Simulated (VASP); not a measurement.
Given:

```
GeS2
1.0
   -2.51283     2.51283     4.87660
    2.51283    -2.51283     4.87660
    2.51283     2.51283    -4.87660
Ge S
2 4
Direct
  0.50000   0.50000   0.00000
  0.25000   0.75000   0.50000
  0.27226   0.27226   0.00000
  0.02226   0.52226   0.50000
  0.47774   0.97774   0.50000
  0.72774   0.72774   0.00000
```

Calculation: PBEsol GGA, VASP's PBE PAW potentials (set 64) (plane waves; VASP 6.6.1). Numerical set-up: 400 eV cut-off, 7×7×7 Γ-centred mesh, tetrahedra with Blöchl corrections, potentials Ge_d S.

The cores are frozen, which limits the accuracy of field gradients.

**Question.** Give the principal components of the electric field gradient (V/Å²) and the asymmetry η at each nucleus.

**Answer.** 
```tsv
atom	Vxx	Vyy	Vzz	η
Ge1	81.5	81.5	-163.1	0.00
Ge2	81.5	81.5	-163.1	0.00
S3	150.1	40.1	-190.2	0.58
S4	150.1	40.1	-190.2	0.58
S5	150.1	40.1	-190.2	0.58
S6	150.1	40.1	-190.2	0.58
```

The structure was generated: GeS2 was put into the anatase type (I4_1/amd), which need not be its known phase. It was relaxed first.
